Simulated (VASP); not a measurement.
```
CELL_PARAMETERS angstrom
     -2.52373     2.52373     3.70789
      2.52373    -2.52373     3.70789
      2.52373     2.52373    -3.70789
ATOMIC_POSITIONS crystal
  Al 0.00000 0.00000 0.00000
  P  0.75000 0.25000 0.50000
  O  0.96288 0.59860 0.82602
  O  0.40140 0.22742 0.36428
  O  0.77258 0.13687 0.17398
  O  0.86313 0.03712 0.63572
```

Calculation: PBEsol GGA, VASP's PBE PAW potentials (set 64) (plane waves; VASP). Settings: 520 eV cut-off, 7×7×7 Γ-centred mesh, tetrahedra with Blöchl corrections, potentials Al P O.

Question: Estimate the energy per atom (σ→0), band gap (on the k-mesh) with the smallest direct gap where there is one.

Answer: 
```
Quantity                                      Value
-----------------------------------  --------------
band gap (on the k-mesh)                    5.74 eV
smallest direct gap (on the k-mesh)         5.74 eV
energy per atom (σ→0)                -7.796 eV/atom
```

The absolute energy has meaning only against runs of the same code, potentials and settings.

The structure comes from a computed database's AlPO4 entry (I-4); how it stands against other phases isn't given here. It was relaxed first.
